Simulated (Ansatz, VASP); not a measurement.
## ZrB2: VASP beside Ansatz

Wanted: the spread between two codes on one cell, functional and k mesh. The cell is taken from a series of runs on this material, whose earlier steps may have relaxed, scaled, displaced or heated it; both programs get it as it stands.

Program: Ansatz 0.2.0. Level of theory: plane waves, with VASP 6.6.1 beside it; relaxation of cell and atoms at PBE with D3(BJ). Results are calculated unless marked as measured.

## Step 1: Set-up

It takes space group P6/mmm (No. 191, hexagonal). Conventional cell: a = 3.145 Å, b = 3.145 Å, c = 3.509 Å, α = 90.00°, β = 90.00°, γ = 120.00°. Nearest to Zr lie 12 B at 2.52 Å. Nearest to B lie 3 B at 1.82 Å and 6 Zr at 2.52 Å. Farther neighbours are not listed.

## Step 2: Ansatz: relaxation of cell and atoms, PBE with D3(BJ)

Ansatz runs on its default PAW (the set named soft_2) files.

The relaxed volume is the usual yardstick between codes: in a stiff, nearly cubic crystal its relative difference is about their pressure difference at one cell divided by the bulk modulus.

input.yaml reads:

```yaml
crystal:
  lattice:
    - [3.1452874033, 0.0, 0.0]
    - [-1.5726437016, 2.7238987934, 0.0]
    - [0.0, 0.0, 3.5085575392]
  atoms:
    - { symbol: Zr, position: [0.0, 0.0, 0.0] }
    - { symbol: B, position: [0.3333333333, 0.6666666667, 0.5] }
    - { symbol: B, position: [0.6666666667, 0.3333333333, 0.5] }
kpoints:
  mp_grid: { grid: [18, 18, 14] }
hamiltonian:
  xc: pbe
  dispersion: d3bj
scf:
  occupations: { method: methfessel_paxton, width: 0.2 }
output:
  forces: true
  stress: true
  eigenvalues: true
relax:
  adjacent_minimum: "off"
  f_tol: 0.001
  max_steps: 60
  cell: { stress_tol: 0.01 }
```

Launch:

```sh
$ ansatz run input.yaml --threads 8 --pin off --max-ram 14336MiB --backend cpu --events-out ev --progress --plain --runs-dir out
```

Numbers of over 12 decimals in the logs are rounded to 6 here.

The log of the run:

```text
Engine: ansatz 0.2.0, x86_64-unknown-linux-gnu
Pseudopotentials: kind: paw
Pseudopotential: Zr, paw, valence charge 12, recommended cutoff 420 eV (normal), Zr.paw.azcp
Pseudopotential: B, paw, valence charge 3, recommended cutoff 420 eV (normal), B.paw.azcp
Functional definition: PBE
  parameter kappa = 0.804
  parameter beta = 0.066725
  exchange = pbe_x(kappa = kappa, mu = beta*pi^2/3)
  correlation = pbe_c(beta = beta)
Crystal: 3 atoms, lattice volume = 30.059 Å³
Basis set: ecut = 420 eV, 563 PW (Γ), exchange–correlation on 48×48×48 points (8 copies of the dense FFT grid, shifted against one another)
Bands: 13, of which v1, the nominal top of the filled ones, is band 9 counted from 1 (8 counted from 0)
Symmetry: 24 space group operations
Space group: P6/mmm (ITA 191), of the structure as read, at distance tolerance 3.1e-5 Å
k-points: 296 of 4536
Non-local potential: Zr, projectors of the file, l = 0: 3, l = 1: 2, l = 2: 2, l = 3: 2
Non-local potential: B, projectors of the file, l = 0: 2, l = 1: 2, l = 2: 1
PAW form: soft (Blöchl's): semilocal exchange-correlation on the pseudo side does not see the compensation charge
PAW one-centre angular grid: Zr, 590 points (default); XC on 64 Gauss nodes
PAW one-centre angular grid: B, 110 points (default); XC on 64 Gauss nodes
Initial density: superposition of atomic densities (neutral atoms: chi_scale 0, normalization atom), corrected by the library's trained network
Initial wavefunctions: pseudopotential atomic-orbital guess
Functional: x = pbe(κ = 0.804, μ = 0.219515), c = pbe(β = 0.066725)
SCF iter   1: F=—  HF=-4499.902522 eV  |F-HF|=—  |Δ(HF+E_count)|=         —  Δρ=1.41e-3  dr2=5.03e-4  ethr=1.77e-3  ⟨swp⟩=4.9  Hψ=18557  notcnv=0
preconditioner: auto → none  [metal: Δε(μ)=0.036 eV  Ē_g=8.993 eV  σ=0.200 eV  W_gap=0.15  n_scr=8 (ndim 8)  ℏωp=21.4 eV  f_vac=0.000  D(μ)=0.33/eV (n_scr^D=0)  sad-step TF]
SCF iter   2: F=—  HF=-4499.902476 eV  |F-HF|=—  |Δ(HF+E_count)|=   4.61e-5  S|Δr|=    0.00e0  Δρ=8.53e-4  dr2=2.66e-4  ethr=2.79e-6  ⟨swp⟩=2.2  Hψ=8326  notcnv=0
SCF iter   3: F=—  HF=-4499.902464 eV  |F-HF|=—  |Δ(HF+E_count)|=   1.16e-5  S|Δr|=    0.00e0  Δρ=3.63e-4  dr2=3.31e-5  ethr=1.48e-6  ⟨swp⟩=2.0  Hψ=5362  notcnv=0
SCF iter   4: F=—  HF=-4499.902461 eV  |F-HF|=—  |Δ(HF+E_count)|=   3.87e-6  S|Δr|=    0.00e0  Δρ=1.17e-4  dr2=2.35e-6  ethr=1.84e-7  ⟨swp⟩=2.9  Hψ=6562  notcnv=0
SCF iter   5: F=—  HF=-4499.902460 eV  |F-HF|=—  |Δ(HF+E_count)|=   4.42e-7  S|Δr|=    0.00e0  Δρ=6.89e-5  dr2=9.90e-7  ethr=1.31e-8  ⟨swp⟩=2.0  Hψ=6523  notcnv=0
SCF iter   6: F=—  HF=-4499.902460 eV  |F-HF|=—  |Δ(HF+E_count)|=   3.58e-7  S|Δr|=    0.00e0  Δρ=2.49e-5  dr2=1.26e-7  ethr=5.50e-9  ⟨swp⟩=2.7  Hψ=6484  notcnv=0
SCF iter   7: F=-4499.902460 eV  HF=-4499.902460 eV  |F-HF|=6.77e-9  |Δ(HF+E_count)|=   4.71e-8  S|Δr|=    0.00e0  Δρ=6.90e-6  dr2=8.95e-9  ethr=5.56e-10  ⟨swp⟩=4.0  Hψ=11109  notcnv=0
SCF 1 converged in 7 iterations: F = -4499.902460 eV  dr2 = 8.95e-9
  greatest PAW one-centre occupation: 0.996 electrons in one spin orbital (limit 2), on the Zr atom at site 0 (counted from 0), in its partial waves of l = 0
relax step   1: F+E_penalty+E_count = -4499.90245970 eV  Δ(F+E_penalty+E_count) = +0.000e0 eV  max|allowed force component| = 7.401e-17 eV/Å  Δτ_max = 0.0000 Å  P = -0.031 GPa  Ω = 30.059 Å³  (7 SCF iters, dr2 threshold 1.00e-7 eV, accepted)
[...]
relax step   2: F+E_penalty+E_count = -4499.90246615 eV  Δ(F+E_penalty+E_count) = -6.452e-6 eV  max|allowed force component| = 3.701e-17 eV/Å  Δτ_max = 0.0000 Å  P = +0.009 GPa  Ω = 30.055 Å³  energy of the carried Pulay correction = +6.137e-6 eV  (3 SCF iters, dr2 threshold 2.97e-9 eV, accepted)
[...]
relax step   3: F+E_penalty+E_count = -4499.90246475 eV  Δ(F+E_penalty+E_count) = +1.403e-6 eV  max|allowed force component| = 2.220e-16 eV/Å  Δτ_max = 0.0000 Å  P = +0.000 GPa  Ω = 30.056 Å³  energy of the carried Pulay correction = +4.677e-6 eV  (2 SCF iters, dr2 threshold 7.38e-10 eV, accepted)
[...]
relax step   4: F+E_penalty+E_count = -4499.90245719 eV  Δ(F+E_penalty+E_count) = +7.552e-6 eV  max|allowed force component| = 1.789e-16 eV/Å  Δτ_max = 0.0000 Å  P = +0.000 GPa  Ω = 30.056 Å³  stress off target by 2.74e-3 GPa  SCF on the basis re-selected at this cell (its energy is not comparable with the rows above)  (4 SCF iters)
basis re-selected at this cell: Δ(F+E_penalty+E_count) = +7.552e-6 eV, ΔP = -0.000 GPa vs the last step (what re-selecting the basis moved, of the pressure what is left beyond the Pulay correction that the steps carried, after the strain that the cell walked since its last selection, with what the two solves' SCF thresholds leave and, on support functions, any second-order correction that the steps lacked; it is no m [...]
SCF converged after 4 iterations
Stability not checked: this state was not tested for a lower state beside it, because cold or Methfessel-Paxton smearing, or corrected tetrahedra, fill the levels in a way that the test cannot read (fill_not_monotonic; see scf.lower_state_search)
Free energy (F): -4499.902457 eV
Harris-Foulkes:  -4499.902457 eV  (|F-HF|=9.09e-13)
Internal energy: -4499.901890 eV  (E = F + TS)
E sigma→0 (E₀):  -4499.902315 eV
Entropy (-TS):   -0.000567 eV (-0.189 meV/atom)
Fermi energy:    16.236466 eV
--- Per-component energies (eV) ---
  E_band       = -18.401478
  E_kinetic    = 437.354731
  E_local      = -545.113283  (includes V_loc(G=0)·N_el)
  E_nonlocal   = 100.731014
  E_hartree    = 173.153038
  E_xc         = -229.654971
  E_vxc        = -272.275003  (∫ρ·V_xc dr)
  E_paw        = -3111.009625  (= ΣΔE_a)
  E_vpaw       = -85.405015  (= ΣTr[D̂ρ^β])
  E_aug_tail   = 0.000018  (compensation charges beyond the density's cutoff)
  E_ewald      = -1324.165121
  E_disp       = -1.197692  (pairwise vdW)
  E_smearing   = -0.000567  (= −TS)
  E_closure    = -0.000000  (closes the sum)
  Σ components = -4499.902457   (vs F -4499.902457, Δ=0.00e0)
--- Forces (eV/Å), atoms counted from 1 ---
  atom   1  Zr    -0.00000000     0.00000000     0.00000000
  atom   2  B     -0.00000000     0.00000000    -0.00000000
  atom   3  B     -0.00000000    -0.00000000     0.00000000
  max |Σ_I F_I| component: 2.22e-16 eV/Å
--- Stress (GPa, compression-positive) ---
        0.001616      -0.000000      -0.000000
       -0.000000       0.001616      -0.000000
       -0.000000      -0.000000      -0.002735
  P = ⅓ Tr σ = 0.0002 GPa (0.002 kbar)
--- Band table (eV; the first three rows and the last of 296) ---
  k-point 0: bands = [... 5 lower, 13.5003, 13.5003, 13.5343, 13.8270, 19.6724, 19.6724, 20.4527, 20.4527]
  k-point 1: bands = [... 5 lower, 12.9077, 13.5492, 13.5492, 14.4297, 19.2239, 19.2239, 20.2885, 20.2885]
  k-point 2: bands = [... 5 lower, 12.1302, 13.6947, 13.6947, 15.1489, 18.4846, 18.4846, 19.8412, 19.8412]
  k-point 295: bands = [... 5 lower, 7.3252, 11.2120, 13.4940, 13.4940, 20.3768, 22.3955, 22.3955, 22.9121]
--- Relaxed structure (3 steps of the walk, 3 accepted, 1 SCFs on fresh bases) ---
  F+E_penalty+E_count = -4499.90245719 eV   max|allowed force component| = 1.789e-16 eV/Å   (the final SCF, on the basis selected at the relaxed cell)
  cell:  # Å, volume = 30.0557 Å³
    - [3.145121, -2.8865830556698756e-11, 0.0]
    - [-1.572560, 2.723754, 0.0]
    - [0.0, 0.0, 3.508499]
  atoms:
    - { symbol: Zr, position: [0, 0, 0.0] }
    - { symbol: B, position: [0.333333, 0.666667, 0.500000] }
    - { symbol: B, position: [0.666667, 0.333333, 0.500000] }
```

Reading the cycles: dr2 is the Hartree energy of the density residual (eV), the measure of convergence; HF is the Harris–Foulkes estimate of the energy, which meets the free energy F at convergence.

## Step 3: VASP: relaxation of cell and atoms, PBE with D3(BJ)

The same cell, functional, mesh and smearing now go to VASP, with its own data sets.

Lines of VASP's logs that name or quote its potential files are left out, and so is its time.

INCAR reads:

```
SYSTEM = ZrB2
PREC = Accurate
ENCUT = 500
EDIFF = 1E-07
NELM = 120
ISMEAR = 1
SIGMA = 0.2
LREAL = .FALSE.
ALGO = Normal
GGA = PE
IVDW = 12
NBANDS = 15
LASPH = .TRUE.
LORBIT = 11
LWAVE = .FALSE.
LCHARG = .FALSE.
ISIF = 3
IBRION = 2
NSW = 80
EDIFFG = -0.005
GGA_COMPAT = .FALSE.
NELMIN = 4
KPAR = 2
```

POSCAR reads:

```
ZrB2
1.0
    3.1452870000      0.0000000000      0.0000000000
   -1.5726440000      2.7238990000      0.0000000000
    0.0000000000      0.0000000000      3.5085580000
Zr B
1 2
Direct
    0.0000000000      0.0000000000      0.0000000000
    0.3333335005      0.6666667890      0.5000000000
    0.6666668174      0.3333332110      0.5000000000
```

KPOINTS reads:

```
Automatic mesh
0
Gamma
18 18 14
0 0 0
```

Potentials, in the order of the species: Zr_sv and B (PBE family, release 64).

Launch:

```sh
$ mpirun -np 2 vasp_std
```

The log of the run:

```text
[banner, memory and clock lines left out]
running    2 mpi-ranks, on    1 nodes
 distrk:  each k-point on    1 cores,    2 groups
 distr:  one band on    1 cores,    1 groups

 POSCAR found type information on POSCAR ZrB
 POSCAR found :  2 types and       3 ions
 LDA part: xc-table for (Slater+PW92), standard interpolation
 POSCAR, INCAR and KPOINTS ok, starting setup
 FFT: planning ... GRIDC
 FFT: planning ... GRID_SOFT
 FFT: planning ... GRID
 WAVECAR not read
 entering main loop
       N       E                     dE             d eps       ncg     rms          rms(c)
DAV:   1     0.101229950025E+03    0.10123E+03   -0.96292E+03  8880   0.116E+03
DAV:   2    -0.234652854020E+02   -0.12470E+03   -0.12000E+03 11141   0.300E+02
DAV:   3    -0.276100042915E+02   -0.41447E+01   -0.41256E+01 14234   0.474E+01
DAV:   4    -0.276770512764E+02   -0.67047E-01   -0.67034E-01 10295   0.553E+00
DAV:   5    -0.276787145370E+02   -0.16633E-02   -0.16632E-02 13728   0.592E-01    0.226E+01
DAV:   6    -0.250009408793E+02    0.26778E+01   -0.63078E+00 11086   0.174E+01    0.919E+00
DAV:   7    -0.249612676502E+02    0.39673E-01   -0.73723E-01 13058   0.545E+00    0.330E+00
DAV:   8    -0.249646982345E+02   -0.34306E-02   -0.10217E-01 10787   0.276E+00    0.529E-01
DAV:   9    -0.249604824239E+02    0.42158E-02   -0.21145E-02 11316   0.114E+00    0.194E-01
DAV:  10    -0.249602412154E+02    0.24121E-03   -0.12812E-03 10508   0.341E-01    0.426E-02
DAV:  11    -0.249602481925E+02   -0.69771E-05   -0.64554E-05 12524   0.767E-02    0.121E-02
DAV:  12    -0.249602465978E+02    0.15947E-05   -0.34173E-06 11377   0.130E-02    0.437E-03
DAV:  13    -0.249602466224E+02   -0.24677E-07   -0.34613E-07 10650   0.527E-03
   1 F= -.26157463E+02 E0= -.26157273E+02  d E =-.261575E+02
 curvature:   0.00 expect dE= 0.000E+00 dE for cont linesearch  0.000E+00
 trial: gam= 0.00000 g(F)=  0.149E-41 g(S)=  0.452E-04 ort = 0.000E+00 (trialstep = 0.100E+01)
 search vector abs. value=  0.452E-04
 bond charge predicted
       N       E                     dE             d eps       ncg     rms          rms(c)
DAV:   1    -0.249621933427E+02   -0.19467E-02   -0.69182E-03 10239   0.832E-01    0.193E-01
DAV:   2    -0.249620019978E+02    0.19134E-03   -0.54575E-04 10695   0.249E-01    0.498E-02
DAV:   3    -0.249619780996E+02    0.23898E-04   -0.14746E-04 14004   0.895E-02    0.188E-02
DAV:   4    -0.249619802567E+02   -0.21571E-05   -0.67010E-06 13611   0.178E-02    0.909E-03
DAV:   5    -0.249619814598E+02   -0.12031E-05   -0.61259E-06 14134   0.143E-02    0.631E-03
DAV:   6    -0.249619811491E+02    0.31072E-06   -0.22449E-07 12011   0.406E-03    0.195E-03
DAV:   7    -0.249619809813E+02    0.16781E-06   -0.41659E-08  5427   0.174E-03    0.608E-04
DAV:   8    -0.249619809291E+02    0.52166E-07   -0.11940E-08  4699   0.970E-04
   2 F= -.26157457E+02 E0= -.26157267E+02  d E =0.561895E-05
 trial-energy change:    0.000006  1 .order    0.000003   -0.000045    0.000052
 step:   0.4319(harm=  0.4642)  dis= 0.00000  next Energy=   -26.157472 (dE=-0.958E-05)
 bond charge predicted
       N       E                     dE             d eps       ncg     rms          rms(c)
DAV:   1    -0.249610756367E+02    0.90534E-03   -0.22322E-03 10246   0.472E-01    0.110E-01
DAV:   2    -0.249610111550E+02    0.64482E-04   -0.17554E-04 10688   0.141E-01    0.283E-02
DAV:   3    -0.249610033039E+02    0.78511E-05   -0.48052E-05 14032   0.510E-02    0.107E-02
DAV:   4    -0.249610054530E+02   -0.21491E-05   -0.21652E-06 13630   0.101E-02    0.515E-03
DAV:   5    -0.249610072729E+02   -0.18199E-05   -0.19743E-06 14126   0.815E-03    0.360E-03
DAV:   6    -0.249610077345E+02   -0.46154E-06   -0.62730E-08  7883   0.232E-03    0.105E-03
DAV:   7    -0.249610078714E+02   -0.13694E-06   -0.26557E-08  4930   0.125E-03    0.281E-04
DAV:   8    -0.249610078784E+02   -0.69977E-08   -0.65079E-09  4524   0.604E-04
   3 F= -.26157472E+02 E0= -.26157283E+02  d E =-.964038E-05
 curvature:  -0.23 expect dE=-0.293E-06 dE for cont linesearch -0.451E-07
 trial: gam=-0.03759 g(F)=  0.380E-42 g(S)=  0.127E-05 ort = 0.297E-05 (trialstep = 0.886E+00)
 search vector abs. value=  0.111E-05
 reached required accuracy - stopping structural energy minimisation
```

OUTCAR, selected parts (step 3):

```text
ion  position               nearest neighbor table
   1  0.000  0.000  0.000-   2 2.52   2 2.52   3 2.52   3 2.52   3 2.52   3 2.52   2 2.52   2 2.52
                             2 2.52   2 2.52   3 2.52   3 2.52
   2  0.333  0.667  0.500-   3 1.82   3 1.82   3 1.82   1 2.52   1 2.52   1 2.52   1 2.52   1 2.52
                             1 2.52
   3  0.667  0.333  0.500-   2 1.82   2 1.82   2 1.82   1 2.52   1 2.52   1 2.52   1 2.52   1 2.52
                             1 2.52

  LATTYP: Found a hexagonal cell.
 ALAT       =     3.1452870000
 C/A-ratio  =     1.1154969324

 Subroutine GETGRP returns: Found 24 space group operations
 (whereof 24 operations were pure point group operations)

The static configuration has the point symmetry D_6h.

 Found    296 irreducible k-points:

   k-points           NKPTS =    296   k-points in BZ     NKDIM =    296   number of bands    NBANDS=     15

   dimension x,y,z NGX =    24 NGY =   24 NGZ =   28
   dimension x,y,z NGXF=    48 NGYF=   48 NGZF=   56

   ENCUT  =  500.0 eV  36.75 Ry    6.06 a.u.   5.73  5.73  6.40*2*pi/ulx,y,z

   NELECT =      18.0000    total number of electrons

 k-points in reciprocal lattice and weights: Automatic mesh
   0.00000000  0.00000000  0.00000000       0.000
   0.05555556  0.00000000  0.00000000       0.001
   0.11111111  0.00000000  0.00000000       0.001
   0.16666667 -0.00000000  0.00000000       0.001
   0.22222222  0.00000000  0.00000000       0.001
   0.27777778  0.00000000  0.00000000       0.001
   0.33333333 -0.00000000  0.00000000       0.001
   0.38888889 -0.00000000  0.00000000       0.001
   0.44444444  0.00000000  0.00000000       0.001
[...]
0.33333333  0.27777778  0.50000000       0.003
   0.33333333  0.33333333  0.50000000       0.000

 Edisp (eV)   -1.19548

 average (electrostatic) potential at core
       1 -72.4819       2 -21.7348       3 -21.7348

 E-fermi :  10.8377

 k-point     1 :       0.0000    0.0000    0.0000
  band No.  band energies     occupation
    ...
      5      -2.0641      2.00000
      6       8.1031      2.00000
      7       8.1031      2.00000
      8       8.1366      2.00000
      9       8.4249      2.00000
     10      14.2740     -0.00000
     11      14.2740     -0.00000
     12      15.0520      0.00000
     13      15.0520      0.00000
     14      15.7917      0.00000
    ...

 k-point     2 :       0.0556    0.0000    0.0000
  band No.  band energies     occupation
    ...
      5      -2.0005      2.00000
      6       7.9142      2.00000
      7       8.1064      2.00000
      8       8.1996      2.00000
      9       8.3506      2.00000
     10      14.2328     -0.00000
     11      14.3817     -0.00000
     12      14.5827     -0.00000
     13      14.7375     -0.00000
     14      16.0794      0.00000
    ...

 k-point     3 :       0.1111    0.0000    0.0000
  band No.  band energies     occupation
    ...
      5      -1.8134      2.00000
      6       7.4133      2.00000
      7       8.1084      2.00000
      8       8.1519      2.00000
      9       8.3699      2.00000
     10      13.8582     -0.00000
     11      14.1174     -0.00000
     12      14.3607     -0.00000
     13      14.6388     -0.00000
     14      16.7884      0.00000
    ...

 Edisp (eV)   -1.19646

  Total      -0.00280    -0.00280     0.00795     0.00000     0.00000     0.00000
  in kB      -0.14909    -0.14909     0.42359     0.00000     0.00000     0.00000
  external pressure =        0.04 kB  Pullay stress =        0.00 kB

  energy-cutoff  :      500.00
  volume of cell :       30.08
      direct lattice vectors                 reciprocal lattice vectors
     3.145818375 -0.000000000  0.000000000     0.317882306  0.183529456  0.000000000
    -1.572909688  2.724359184 -0.000000000     0.000000000  0.367058795  0.000000000
     0.000000000 -0.000000000  3.509540629    -0.000000000  0.000000000  0.284937576

 POSITION                                       TOTAL-FORCE (eV/Angst)
 -----------------------------------------------------------------------------------
      0.00000      0.00000      0.00000        -0.000000     -0.000000      0.000000
      0.00000      1.81624      1.75477        -0.000000      0.000000     -0.000000
      1.57291      0.90812      1.75477         0.000000     -0.000000      0.000000
 -----------------------------------------------------------------------------------
    total drift:                               -0.000038     -0.000000      0.000000

  FREE ENERGIE OF THE ION-ELECTRON SYSTEM (eV)
  ---------------------------------------------------
  free  energy   TOTEN  =       -26.1574723083 eV

  energy  without entropy=      -26.1569033210  energy(sigma->0) =      -26.15728265

 reached required accuracy - stopping structural energy minimisation

 total charge
# of ion       s       p       d       tot
------------------------------------------
    1        2.172   6.036   1.799  10.007
    2        0.671   1.261   0.000   1.932
    3        0.671   1.261   0.000   1.932
--------------------------------------------------
tot          3.513   8.558   1.799  13.871

[... 3 further parts left out ...]
```

## Step 4: Differences

Known differences besides the potentials themselves: the cutoff is 420 eV in Ansatz and 500 eV in VASP; Ansatz adds a Pulay correction to the stress that steers its cell, VASP none. Total energies have different zeros and are not compared.

Compared:

```tsv
quantity	Ansatz	VASP	difference
volume (Å³)	30.06	30.08	-0.07 %
edge a after relaxation, in the typed setting (Å)	3.145	3.146	-0.02 %
edge c after relaxation, in the typed setting (Å)	3.509	3.510	-0.03 %
```

## Step 5: Summary of results

- difference in volume (relaxation of cell and atoms, PBE with D3(BJ)): -0.074 %

**Reading.** The difference in volume is -0.074 % (relaxation of cell and atoms, PBE with D3(BJ)), within the 1.2 % picked in this series as the mark of a large difference, as far as the stopping tolerances let one tell. Such differences can come from data sets, numerical settings and the points named under the comparisons, not from the functional's error against experiment.

[Lines on the potential files, build, host, timing and source positions are cut from VASP's logs without a mark.]

[Logs are printed without paths, hosts, clocks, repeated set-up lines and the standing remarks that a program may print on its own settings, such as how far it seeks lower states.]

[Hosts, paths, dates, database ids (printed as entryN), source tags and the programs' standing remarks are cut or masked in the printed files.]
